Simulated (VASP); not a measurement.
Computed with PBE GGA, VASP's PBE PAW potentials (set 64) (plane waves; VASP 6.6.1).

A VASP calculation is set up with these files.

INCAR:
```
ALGO = Normal   ! blocked Davidson
LWAVE = .FALSE.
GGA = PE
ENCUT = 300   ! plane-wave cut-off (eV)
EDIFF = 1E-6   ! SCF stop (eV)
LREAL = .FALSE.   ! projection in real space or not
LASPH = .TRUE.   ! aspherical one-centre terms
SYSTEM = P
PREC = Accurate
ISIF = 2   ! forces and stress, cell fixed
SIGMA = 0.136   ! width (eV)
NELM = 100   ! most electronic steps
LCHARG = .FALSE.
ISMEAR = 0   ! Gaussian
```

POSCAR:
```
P
1
    1.6475800000    -5.4644930000     0.0000000000
    1.6475800000     5.4644930000     0.0000000000
    0.0000000000     0.0000000000     4.5431860000
P
4
Direct
  0.4041400000   0.5958600000   0.9111800000
  0.5958600000   0.4041400000   0.0888200000
  0.0958600000   0.9041400000   0.4111800000
  0.9041400000   0.0958600000   0.5888200000
```

### KPOINTS
```
Automatic mesh
0
Gamma
8 8 6
0 0 0
```

POTCAR, in this order: P (PBE.64 set). Program: vasp_std.

What will the output report for the number of irreducible k-points (NKPTS), largest plane-wave count, number of space-group operations, FFT grid (NGX, NGY, NGZ)?

```json
{
 "number of irreducible k-points (NKPTS)": "84",
 "largest_plane_wave_count": "984",
 "number_of_space_group_operations": "8",
 "FFT grid (NGX, NGY, NGZ)": "32 × 32 × 28"
}
```

The structure comes from a computed database's P entry; how it stands against other phases isn't given here. The cell was not relaxed at this level.
